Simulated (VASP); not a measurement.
# In2Au under strain, part 2 of 4

How does the pressure of In2Au answer to a change of volume? The bands are shown for each cell. All runs use LDA. Left out of this account: 1 further run (self-consistent run: a reference on another mesh). The start is a cell from a database of measured crystal structures.

VASP 6.6.1; LDA; plane waves and PAW (In_d, Au).

Still holding for the runs below: This run has no spin polarisation. Its electron count is odd, so without a moment it is a metal by construction. Spin-orbit coupling is off here; with elements this heavy it splits and shifts levels by tenths of an eV or more.

So far, pressure (GPa): step 2 (bands, cell as listed) -1.11.

The database entry behind the starting cell differs from later determinations by our own check (0.1 to 0.3 % short, probably kX units), so it need not match the best structure at ambient conditions.

## 3. Bands, volume times 1.04

The cell is expanded evenly, with fractional positions held.

File INCAR:

```
SYSTEM = In2Au
PREC = Accurate
ENCUT = 400
EDIFF = 1E-06
NELM = 100
ISMEAR = -1
SIGMA = 0.05
LREAL = .FALSE.
ALGO = Normal
GGA = CA
NBANDS = 31
LASPH = .TRUE.
LORBIT = 11
LWAVE = .FALSE.
LCHARG = .FALSE.
KPAR = 4
```

File POSCAR:

```
In2Au
1.0
    0.0000000000      3.2937812218      3.2937812218
    3.2937812218      0.0000000000      3.2937812218
    3.2937812218      3.2937812218      0.0000000000
In Au
2 1
Direct
    0.2500000000      0.2500000000      0.2500000000
    0.7500000000      0.7500000000      0.7500000000
    0.0000000000      0.0000000000      0.0000000000
```

File KPOINTS:

```
Automatic mesh
0
Gamma
8 8 8
0 0 0
```

File KPOINTS_OPT:

```
Line mode
16
Line-mode
Reciprocal
  0.00000000   0.00000000   0.00000000 GAMMA
  0.50000000   0.00000000   0.50000000 X

  0.50000000   0.00000000   0.50000000 X
  0.50000000   0.25000000   0.75000000 W

  0.50000000   0.25000000   0.75000000 W
  0.37500000   0.37500000   0.75000000 K

  0.37500000   0.37500000   0.75000000 K
  0.00000000   0.00000000   0.00000000 GAMMA

  0.00000000   0.00000000   0.00000000 GAMMA
  0.50000000   0.50000000   0.50000000 L

  0.50000000   0.50000000   0.50000000 L
  0.62500000   0.25000000   0.62500000 U

  0.62500000   0.25000000   0.62500000 U
  0.50000000   0.25000000   0.75000000 W

  0.50000000   0.25000000   0.75000000 W
  0.50000000   0.50000000   0.50000000 L

  0.50000000   0.50000000   0.50000000 L
  0.37500000   0.37500000   0.75000000 K

  0.62500000   0.25000000   0.62500000 U
  0.50000000   0.00000000   0.50000000 X
```

Potentials, in the order of the species: In_d and Au (LDA family, release 64).

The run is started by

```console
$ mpirun -np 4 vasp_std
```

What it wrote:

```text
[... set-up lines as in an earlier step ...]
 entering main loop
       N       E                     dE             d eps       ncg     rms          rms(c)
DAV:   1     0.327635028544E+03    0.32764E+03   -0.14358E+04  1874   0.133E+03
DAV:   2     0.208329272574E+02   -0.30680E+03   -0.28891E+03  1854   0.371E+02
DAV:   3    -0.112722075578E+02   -0.32105E+02   -0.31700E+02  2067   0.124E+02
DAV:   4    -0.123224951330E+02   -0.10503E+01   -0.10496E+01  2126   0.232E+01
DAV:   5    -0.123746850353E+02   -0.52190E-01   -0.52185E-01  2718   0.478E+00    0.785E+00
DAV:   6    -0.117384651786E+02    0.63622E+00   -0.21225E+00  2119   0.101E+01    0.446E+00
DAV:   7    -0.116801358899E+02    0.58329E-01   -0.11685E-01  2450   0.370E+00    0.256E+00
DAV:   8    -0.116600922140E+02    0.20044E-01   -0.28532E-02  2645   0.158E+00    0.268E-01
DAV:   9    -0.116590540859E+02    0.10381E-02   -0.42693E-03  2527   0.849E-01    0.221E-01
DAV:  10    -0.116590275560E+02    0.26530E-04   -0.40382E-04  2275   0.173E-01    0.441E-02
DAV:  11    -0.116590262371E+02    0.13189E-05   -0.14821E-05  2258   0.332E-02    0.149E-02
DAV:  12    -0.116590276322E+02   -0.13951E-05   -0.28397E-06  1887   0.105E-02    0.333E-03
DAV:  13    -0.116590277204E+02   -0.88194E-07   -0.28463E-07  1273   0.424E-03
   1 F= -.11659028E+02 E0= -.11656270E+02  d E =-.551534E-02
 Start KPOINTS_OPT (optional k-point list driver)
k-point batch [1-29\160]
       N       E                     dE             ncg
DAV:   1     0.678186416225E+04   -0.14813E+05     1872
DAV:   2    -0.184658655691E+04   -0.86285E+04     1861
DAV:   3    -0.273959169510E+04   -0.89301E+03     2107
DAV:   4    -0.276958483605E+04   -0.29993E+02     2176
DAV:   5    -0.277110162619E+04   -0.15168E+01     2677
DAV:   6    -0.277112402176E+04   -0.22396E-01     2342
DAV:   7    -0.277112478487E+04   -0.76311E-03     2657
DAV:   8    -0.277112479930E+04   -0.14427E-04     2183
DAV:   9    -0.277112479976E+04   -0.45523E-06     1391
[...]
k-point batch [146-160\160]
       N       E                     dE             ncg
DAV:   1     0.172057045657E+05   -0.12260E+05      989
DAV:   2     0.127596794037E+05   -0.44460E+04      958
DAV:   3     0.122609755025E+05   -0.49870E+03     1106
DAV:   4     0.122439067055E+05   -0.17069E+02     1130
DAV:   5     0.122430374586E+05   -0.86925E+00     1421
DAV:   6     0.122430248790E+05   -0.12580E-01     1194
DAV:   7     0.122430240884E+05   -0.79062E-03     1407
DAV:   8     0.122430240789E+05   -0.94700E-05     1155
DAV:   9     0.122430240786E+05   -0.28172E-06      733
```

It took 30 s on 4 MPI ranks of Intel Xeon Platinum 8559C (Emerald Rapids), shared host; peak memory 0.79 GiB.

OUTCAR, selected parts (step 3):

```text
  LATTYP: Found a face centered cubic cell.
 ALAT       =     6.5875624436

The static configuration has the point symmetry O_h .

 Found     29 irreducible k-points:

   ENCUT  =  400.0 eV  29.40 Ry    5.42 a.u.   7.60  7.60  7.60*2*pi/ulx,y,z

   NELECT =      37.0000    total number of electrons

 E-fermi :   7.2956

 k-point     1 :       0.0000    0.0000    0.0000
  band No.  band energies     occupation
    ...
     13       1.9143      2.00000
     14       1.9143      2.00000
     15       2.7380      2.00000
     16       2.7380      2.00000
     17       7.3487      0.51375
     18      10.3559      0.00000
     19      10.3559      0.00000
     20      10.3559      0.00000
     21      11.0567      0.00000
     22      11.0567      0.00000
    ...

 k-point     2 :       0.1250    0.0000    0.0000
  band No.  band energies     occupation
    ...
     13       1.9620      2.00000
     14       1.9620      2.00000
     15       2.7201      2.00000
     16       2.7201      2.00000
     17       7.0194      1.99206
     18       8.8135      0.00000
     19       9.7320      0.00000
     20       9.7320      0.00000
     21      11.0254      0.00000
     22      11.4546      0.00000
    ...

  Total       -1.6421181     -1.6421181     -1.6421181      0.0000000     -0.0000000      0.0000000
  in kB      -36.8129580    -36.8129580    -36.8129580      0.0000000     -0.0000000      0.0000000
  external PRESSURE =     -36.8129580 kB  Pullay stress =       0.0000000 kB

  energy-cutoff  :      400.00
  volume of cell :       71.47
      direct lattice vectors                 reciprocal lattice vectors
     0.000000000  3.293781222  3.293781222    -0.151801218  0.151801218  0.151801218
     3.293781222  0.000000000  3.293781222     0.151801218 -0.151801218  0.151801218
     3.293781222  3.293781222  0.000000000     0.151801218  0.151801218 -0.151801218

 POSITION                                       TOTAL-FORCE (eV/Angst)
 -----------------------------------------------------------------------------------
      1.64689      1.64689      1.64689        -0.000000     -0.000000     -0.000000
      4.94067      4.94067      4.94067         0.000000     -0.000000      0.000000
      0.00000      0.00000      0.00000         0.000000      0.000000      0.000000
 -----------------------------------------------------------------------------------
    total drift:                                0.000000     -0.000000      0.000000

  FREE ENERGIE OF THE ION-ELECTRON SYSTEM (eV)
  ---------------------------------------------------
  free  energy   TOTEN  =       -11.6590277204 eV

  energy  without entropy=      -11.6535123843  energy(sigma->0) =      -11.65627005

 total charge
# of ion       s       p       d       tot
------------------------------------------
    1        0.917   0.611   9.869  11.396
    2        0.917   0.611   9.869  11.396
    3        0.681   0.421   8.651   9.753
--------------------------------------------------
tot          2.514   1.642  28.390  32.546

[... 4 parts as in an earlier step ...]

[... 6 further parts left out ...]
```

This step gave:

```
free energy (TOTEN)     : -11.66 eV
energy at zero smearing : -11.66 eV
Fermi energy            : 7.296 eV
pressure                : -3.681 GPa
```

Electronic bands along the path, in eV, zero at the Fermi level; # counts the bands kept, so #1 is VASP's band 11:

| point | #6 | #7 | #8 | #9 | #10 | #11 | #12 | #13 |
| --- | --- | --- | --- | --- | --- | --- | --- | --- |
| Γ | -4.56 | 0.05 | 3.06 | 3.06 | 3.06 | 3.76 | 3.76 | 3.76 |
| 0.47 of the way | -4.57 | -0.48 | -0.26 | 0.12 | 0.12 | 3.31 | 5.52 | 6.16 |
| X | -4.58 | -4.07 | -1.69 | -1.69 | -0.38 | 2.48 | 8.74 | 8.74 |
| 0.47 of the way | -4.50 | -4.22 | -2.62 | -1.82 | 0.96 | 3.23 | 6.58 | 8.28 |
| W | -4.35 | -3.76 | -3.76 | -1.94 | 3.54 | 3.54 | 5.00 | 5.84 |
| 0.47 of the way | -4.41 | -4.06 | -3.34 | -1.64 | 2.12 | 4.59 | 4.86 | 6.72 |
| K | -4.55 | -4.16 | -3.19 | -0.98 | 1.01 | 4.39 | 6.41 | 6.61 |
| 0.53 of the way | -4.56 | -1.54 | -1.31 | 2.00 | 2.75 | 2.78 | 3.78 | 4.79 |
| Γ | -4.56 | 0.05 | 3.06 | 3.06 | 3.06 | 3.76 | 3.76 | 3.76 |
| 0.53 of the way | -4.60 | -2.19 | 1.25 | 1.60 | 1.60 | 3.47 | 3.99 | 3.99 |
| L | -4.57 | -4.47 | 0.95 | 0.95 | 1.57 | 2.75 | 3.61 | 3.61 |
| 0.53 of the way | -4.59 | -4.35 | -1.83 | -0.03 | 1.61 | 4.17 | 4.99 | 6.07 |
| U | -4.55 | -4.16 | -3.19 | -0.98 | 1.01 | 4.39 | 6.41 | 6.61 |
| 0.47 of the way | -4.43 | -4.08 | -3.30 | -1.54 | 1.92 | 4.54 | 5.06 | 6.90 |
| W | -4.35 | -3.76 | -3.76 | -1.94 | 3.54 | 3.54 | 5.00 | 5.84 |
| 0.47 of the way | -4.50 | -4.29 | -2.17 | -0.68 | 2.75 | 3.06 | 5.83 | 6.48 |
| L | -4.57 | -4.47 | 0.95 | 0.95 | 1.57 | 2.75 | 3.61 | 3.61 |
| 0.47 of the way | -4.57 | -4.40 | -1.48 | 0.14 | 1.72 | 3.84 | 4.73 | 5.81 |
| K | -4.55 | -4.16 | -3.19 | -0.98 | 1.01 | 4.39 | 6.41 | 6.61 |
| jump to U | -4.55 | -4.16 | -3.19 | -0.98 | 1.01 | 4.39 | 6.41 | 6.61 |
| 0.47 of the way | -4.56 | -4.20 | -2.53 | -1.48 | 0.39 | 3.04 | 7.73 | 7.78 |
| X | -4.58 | -4.07 | -1.69 | -1.69 | -0.38 | 2.48 | 8.74 | 8.74 |

Of the projections kept (In, Au), the largest for each band there; the rest of the weight can lie on other orbitals:

| point | #6 | #7 | #8 | #9 | #10 | #11 | #12 | #13 |
| --- | --- | --- | --- | --- | --- | --- | --- | --- |
| Γ | Au 0.98 | In 1.00 | In 0.66 | In 0.66 | In 0.66 | Au 0.55 | Au 0.55 | Au 0.55 |
| X | Au 1.00 | Au 0.90 | In 0.75 | In 0.75 | In 0.55 | Au 0.63 | In 0.89 | In 0.89 |
| W | Au 0.92 | Au 0.69 | Au 0.69 | Au 0.53 | In 0.77 | In 0.77 | In 0.52 | Au 0.56 |
| K | Au 0.83 | Au 0.80 | Au 0.67 | In 0.68 | In 0.62 | In 0.55 | In 0.83 | In 0.87 |
| Γ | Au 0.98 | In 1.00 | In 0.66 | In 0.66 | In 0.66 | Au 0.55 | Au 0.55 | Au 0.55 |
| L | Au 0.99 | Au 0.91 | In 0.69 | In 0.69 | In 0.52 | In 0.99 | In 0.69 | In 0.69 |

 The pressure is -3.68 GPa.

Between step 2 and this run (cell volume +4.0 %) the value for the pressure moves from -1.11 GPa to -3.68 GPa.

## 4. Bands, volume times 1.08

The cell is expanded evenly, with fractional positions held.

INCAR is that of step 3.

File POSCAR:

```
In2Au
1.0
    0.0000000000      3.3354790816      3.3354790816
    3.3354790816      0.0000000000      3.3354790816
    3.3354790816      3.3354790816      0.0000000000
In Au
2 1
Direct
    0.2500000000      0.2500000000      0.2500000000
    0.7500000000      0.7500000000      0.7500000000
    0.0000000000      0.0000000000      0.0000000000
```

KPOINTS is that of step 3.

KPOINTS_OPT is that of step 3.

The run is started by

```console
$ mpirun -np 4 vasp_std
```

What it wrote:

```text
[... set-up lines as in an earlier step ...]
 entering main loop
       N       E                     dE             d eps       ncg     rms          rms(c)
DAV:   1     0.323961230491E+03    0.32396E+03   -0.14541E+04  1864   0.129E+03
DAV:   2     0.200032975548E+02   -0.30396E+03   -0.28725E+03  1847   0.368E+02
DAV:   3    -0.111973738533E+02   -0.31201E+02   -0.30793E+02  2087   0.123E+02
DAV:   4    -0.122040915709E+02   -0.10067E+01   -0.10061E+01  2098   0.227E+01
DAV:   5    -0.122567472338E+02   -0.52656E-01   -0.52650E-01  2746   0.481E+00    0.735E+00
DAV:   6    -0.116547744183E+02    0.60197E+00   -0.20552E+00  2011   0.982E+00    0.419E+00
DAV:   7    -0.115999205151E+02    0.54854E-01   -0.11243E-01  2461   0.348E+00    0.240E+00
DAV:   8    -0.115809162415E+02    0.19004E-01   -0.28641E-02  2540   0.153E+00    0.254E-01
DAV:   9    -0.115799468511E+02    0.96939E-03   -0.41463E-03  2562   0.809E-01    0.214E-01
DAV:  10    -0.115799247294E+02    0.22122E-04   -0.40045E-04  2217   0.174E-01    0.428E-02
DAV:  11    -0.115799227111E+02    0.20183E-05   -0.16383E-05  2301   0.341E-02    0.136E-02
DAV:  12    -0.115799242278E+02   -0.15167E-05   -0.32737E-06  1839   0.111E-02    0.348E-03
DAV:  13    -0.115799243123E+02   -0.84498E-07   -0.31078E-07  1368   0.441E-03
   1 F= -.11579924E+02 E0= -.11576960E+02  d E =-.592793E-02
 Start KPOINTS_OPT (optional k-point list driver)
k-point batch [1-29\160]
       N       E                     dE             ncg
DAV:   1     0.649509883321E+04   -0.15021E+05     1848
DAV:   2    -0.223580678532E+04   -0.87309E+04     1861
DAV:   3    -0.313310684422E+04   -0.89730E+03     2132
DAV:   4    -0.316309594736E+04   -0.29989E+02     2107
DAV:   5    -0.316467999801E+04   -0.15841E+01     2738
DAV:   6    -0.316469905313E+04   -0.19055E-01     2264
DAV:   7    -0.316469989823E+04   -0.84511E-03     2745
DAV:   8    -0.316469991329E+04   -0.15055E-04     2136
DAV:   9    -0.316469991380E+04   -0.51277E-06     1407
[...]
k-point batch [146-160\160]
       N       E                     dE             ncg
DAV:   1     0.159586425900E+05   -0.11577E+05      966
DAV:   2     0.115556183731E+05   -0.44030E+04      944
DAV:   3     0.110940565601E+05   -0.46156E+03     1139
DAV:   4     0.110790676252E+05   -0.14989E+02     1110
DAV:   5     0.110782848675E+05   -0.78276E+00     1428
DAV:   6     0.110782739213E+05   -0.10946E-01     1192
DAV:   7     0.110782735421E+05   -0.37916E-03     1426
DAV:   8     0.110782735343E+05   -0.77871E-05     1163
DAV:   9     0.110782735341E+05   -0.24328E-06      755
```

It took 36 s on 4 MPI ranks; peak memory 0.79 GiB; 2.3 min of CPU time.

OUTCAR, selected parts (step 4):

```text
  LATTYP: Found a face centered cubic cell.
 ALAT       =     6.6709581632

The static configuration has the point symmetry O_h .

 Found     29 irreducible k-points:

   dimension x,y,z NGX =    32 NGY =   32 NGZ =   32
   dimension x,y,z NGXF=    64 NGYF=   64 NGZF=   64

   ENCUT  =  400.0 eV  29.40 Ry    5.42 a.u.   7.69  7.69  7.69*2*pi/ulx,y,z

   NELECT =      37.0000    total number of electrons

 E-fermi :   6.8502

 k-point     1 :       0.0000    0.0000    0.0000
  band No.  band energies     occupation
    ...
     13       1.6435      2.00000
     14       1.6435      2.00000
     15       2.4161      2.00000
     16       2.4161      2.00000
     17       6.6979      1.90919
     18       9.8046      0.00000
     19       9.8046      0.00000
     20       9.8046      0.00000
     21      10.5259      0.00000
     22      10.5259      0.00000
    ...

 k-point     2 :       0.1250    0.0000    0.0000
  band No.  band energies     occupation
    ...
     13       1.6878      2.00000
     14       1.6878      2.00000
     15       2.4001      2.00000
     16       2.4001      2.00000
     17       6.4194      1.99964
     18       8.2768      0.00000
     19       9.2200      0.00000
     20       9.2200      0.00000
     21      10.3960      0.00000
     22      10.8928      0.00000
    ...

  Total       -2.6339756     -2.6339756     -2.6339756      0.0000000      0.0000000      0.0000000
  in kB      -56.8614158    -56.8614158    -56.8614158      0.0000000      0.0000000      0.0000000
  external PRESSURE =     -56.8614158 kB  Pullay stress =       0.0000000 kB

  energy-cutoff  :      400.00
  volume of cell :       74.22
      direct lattice vectors                 reciprocal lattice vectors
     0.000000000  3.335479082  3.335479082    -0.149903503  0.149903503  0.149903503
     3.335479082  0.000000000  3.335479082     0.149903503 -0.149903503  0.149903503
     3.335479082  3.335479082  0.000000000     0.149903503  0.149903503 -0.149903503

 POSITION                                       TOTAL-FORCE (eV/Angst)
 -----------------------------------------------------------------------------------
      1.66774      1.66774      1.66774         0.000000     -0.000000     -0.000000
      5.00322      5.00322      5.00322        -0.000000      0.000000     -0.000000
      0.00000      0.00000      0.00000         0.000000     -0.000000      0.000000
 -----------------------------------------------------------------------------------
    total drift:                               -0.000000     -0.000000      0.000000

  FREE ENERGIE OF THE ION-ELECTRON SYSTEM (eV)
  ---------------------------------------------------
  free  energy   TOTEN  =       -11.5799243123 eV

  energy  without entropy=      -11.5739963806  energy(sigma->0) =      -11.57696035

 total charge
# of ion       s       p       d       tot
------------------------------------------
    1        0.926   0.575   9.864  11.366
    2        0.926   0.575   9.864  11.366
    3        0.674   0.389   8.652   9.714
--------------------------------------------------
tot          2.526   1.539  28.380  32.446

[... 3 parts as in an earlier step ...]

[... 6 further parts left out ...]
```

This step gave:

```yaml
free_energy_toten: -11.58 eV
energy_at_zero_smearing: -11.58 eV
fermi_energy: 6.850 eV
pressure: -5.686 GPa
```

The electronic bands at the labelled points (eV, zero at the Fermi level; # counts the bands kept, so #1 is VASP's band 11):

| point | #6 | #7 | #8 | #9 | #10 | #11 | #12 | #13 |
| --- | --- | --- | --- | --- | --- | --- | --- | --- |
| Γ | -4.43 | -0.15 | 2.95 | 2.95 | 2.95 | 3.68 | 3.68 | 3.68 |
| 0.53 of the way | -4.44 | -1.15 | -0.45 | -0.22 | -0.22 | 3.05 | 5.91 | 6.32 |
| X | -4.44 | -3.98 | -1.58 | -1.58 | -0.54 | 2.43 | 8.45 | 8.45 |
| 0.53 of the way | -4.32 | -4.15 | -2.72 | -1.75 | 1.14 | 3.37 | 5.97 | 7.75 |
| W | -4.23 | -3.68 | -3.68 | -1.85 | 3.39 | 3.39 | 4.85 | 5.77 |
| 0.47 of the way | -4.30 | -3.97 | -3.27 | -1.56 | 2.00 | 4.47 | 4.68 | 6.60 |
| K | -4.42 | -4.07 | -3.12 | -0.90 | 0.90 | 4.28 | 6.17 | 6.42 |
| 0.47 of the way | -4.43 | -1.97 | -1.81 | 1.55 | 2.40 | 2.92 | 3.89 | 4.86 |
| Γ | -4.43 | -0.15 | 2.95 | 2.95 | 2.95 | 3.68 | 3.68 | 3.68 |
| 0.47 of the way | -4.47 | -1.71 | 1.04 | 1.74 | 1.74 | 3.45 | 3.97 | 3.97 |
| L | -4.44 | -4.36 | 0.96 | 0.96 | 1.36 | 2.67 | 3.51 | 3.51 |
| 0.53 of the way | -4.46 | -4.24 | -1.82 | 0.00 | 1.51 | 4.00 | 4.84 | 5.91 |
| U | -4.42 | -4.07 | -3.12 | -0.90 | 0.90 | 4.28 | 6.17 | 6.42 |
| 0.47 of the way | -4.31 | -3.99 | -3.23 | -1.47 | 1.80 | 4.42 | 4.87 | 6.77 |
| W | -4.23 | -3.68 | -3.68 | -1.85 | 3.39 | 3.39 | 4.85 | 5.77 |
| 0.47 of the way | -4.38 | -4.18 | -2.15 | -0.63 | 2.65 | 2.91 | 5.66 | 6.31 |
| L | -4.44 | -4.36 | 0.96 | 0.96 | 1.36 | 2.67 | 3.51 | 3.51 |
| 0.53 of the way | -4.46 | -4.24 | -1.82 | 0.00 | 1.51 | 4.00 | 4.84 | 5.91 |
| K | -4.42 | -4.07 | -3.12 | -0.90 | 0.90 | 4.28 | 6.17 | 6.42 |
| jump to U | -4.42 | -4.07 | -3.12 | -0.90 | 0.90 | 4.28 | 6.17 | 6.42 |
| 0.47 of the way | -4.44 | -4.10 | -2.46 | -1.38 | 0.27 | 2.97 | 7.47 | 7.55 |
| X | -4.44 | -3.98 | -1.58 | -1.58 | -0.54 | 2.43 | 8.45 | 8.45 |

Of the projections kept (In, Au), the largest for each band there; the rest of the weight can lie on other orbitals:

| point | #6 | #7 | #8 | #9 | #10 | #11 | #12 | #13 |
| --- | --- | --- | --- | --- | --- | --- | --- | --- |
| Γ | Au 0.98 | In 1.00 | In 0.66 | In 0.66 | In 0.66 | Au 0.54 | Au 0.54 | Au 0.54 |
| X | Au 1.00 | Au 0.91 | In 0.75 | In 0.75 | In 0.54 | Au 0.64 | In 0.89 | In 0.89 |
| W | Au 0.93 | Au 0.70 | Au 0.70 | Au 0.52 | In 0.77 | In 0.77 | In 0.52 | Au 0.57 |
| K | Au 0.84 | Au 0.82 | Au 0.67 | In 0.69 | In 0.62 | In 0.55 | In 0.83 | In 0.87 |
| Γ | Au 0.98 | In 1.00 | In 0.66 | In 0.66 | In 0.66 | Au 0.54 | Au 0.54 | Au 0.54 |
| L | Au 0.99 | Au 0.92 | In 0.69 | In 0.69 | In 0.52 | In 0.99 | In 0.70 | In 0.70 |

 The pressure is -5.69 GPa.

For the pressure, step 2 gave -1.11 GPa; this run, with cell volume +8.0 %, gives -5.69 GPa.

(Part 2 of 4 ends here.)

[Lines on the potential files, build, host, timing and source positions are cut from VASP's logs without a mark.]

[Logs are printed without paths, hosts, clocks, repeated set-up lines and the standing remarks that a program may print on its own settings, such as how far it seeks lower states.]

[Hosts, paths, dates, database ids (printed as entryN), source tags and the programs' standing remarks are cut or masked in the printed files.]

[A measured line is paired with the nearest computed mode of its activity, which favours agreement.]

[In band tables of VASP the shares of atoms and orbitals are scaled to a sum of 1 inside the atoms' spheres.]
